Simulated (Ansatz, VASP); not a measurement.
# Two plane-wave programs on Zn2CdSe

```
Zn Cd Se
1.0
     2.86917    0.00000    0.00000
    -1.43458    2.48477    0.00000
     0.00000    0.00000   11.44266
Zn Cd Se
2 1 1
Direct
  0.00000 0.00000 0.24124
  0.00000 0.00000 0.75876
  0.00000 0.00000 0.50000
  0.00000 0.00000 0.00000
```

Alike in both runs: functional PBE; k mesh 6 × 6 × 4; occupations gaussian, width 0.1 eV; no spin polarisation.

Ansatz relaxed the structure, and its values are those at the end. VASP's run is a single point on that final structure, the one shown.

|  | VASP | Ansatz |
| --- | --- | --- |
| version | VASP 6.6.1 | Ansatz 0.2.0 |
| potentials or method | VASP PAW PBE potentials, release 64 (Zn, Cd, Se) | scalar-relativistic, plane waves, PAW |
| plane-wave cutoff (eV) | 520 | 420 |
| valence electrons in the cell | 42 | 60 |

```tsv
	VASP	Ansatz	Ansatz less VASP
gap on the k mesh at the Fermi level (eV)	none	none	-
pressure (GPa)	0.2	0.0	-0.21
```

A gap of «none» marks a metal or a gap that the smearing closes. The two sets of potentials don't hold the same shells in valence.

Caveats: the k mesh is coarse (spacing up to 0.42 Å⁻¹), so the values aren't converged.
